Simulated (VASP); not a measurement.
The input files of a VASP run:

### POSCAR
```
Ti
1
    1.4692271718    -2.5447761676    -0.0000000000
    1.4692271718     2.5447761676     0.0000000000
   -0.0000000000     0.0000000000     4.6368748320
Ti
2
Direct
  0.3333330000   0.6666670000   0.2500000000
  0.6666670000   0.3333330000   0.7500000000
```

KPOINTS:
```
Automatic mesh
0
Gamma
14 14 8
0 0 0
```

INCAR:
```
SYSTEM = Ti
PREC = Accurate; ENCUT = 500; LREAL = .False.
LASPH = .True.
EDIFF = 1E-6; NELM = 100; ALGO = Normal
LMAXMIX = 4; LMIXTAU = .True.
ISMEAR = 1; SIGMA = 0.1
METAGGA = R2SCAN
IBRION = 2; NSW = 40; ISIF = 3
EDIFFG = -0.02
LWAVE = .False.; LCHARG = .False.
```

POTCAR, in this order: Ti_sv (PBE.64 set). Program: vasp_std.

Problem. Translate this r2SCAN calculation to Ansatz.

Solution. One equivalent input (not run):
Ansatz 0.2 input:
```yaml
crystal:
  lattice:
    - [1.4692272, -2.5447762, 0.0000000]
    - [1.4692272, 2.5447762, 0.0000000]
    - [0.0000000, 0.0000000, 4.6368748]
  atoms:
    - { symbol: Ti, position: [0.3333330, 0.6666670, 0.2500000] }
    - { symbol: Ti, position: [0.6666670, 0.3333330, 0.7500000] }
kpoints:
  mp_grid: { grid: [14, 14, 8] }
hamiltonian:
  xc: r2scan
  pseudopotentials: { kind: paw }
scf:
  occupations: { method: methfessel_paxton, width: 0.1 }
  max_iter: 100
relax:
  max_steps: 40
  f_tol: 0.02
  cell: {}
output: { forces: true, stress: true, eigenvalues: true }
```
What does not carry over: each code has its own PAW files, so the cut-off isn't converted (ENCUT is set for VASP's; basis.ecutwfc is left out, and Ansatz then takes the one that its files recommend); Ansatz stops its SCF on the density residual and VASP on the energy change (EDIFF).

The compound is Ti in the hcp structure. It was relaxed first.
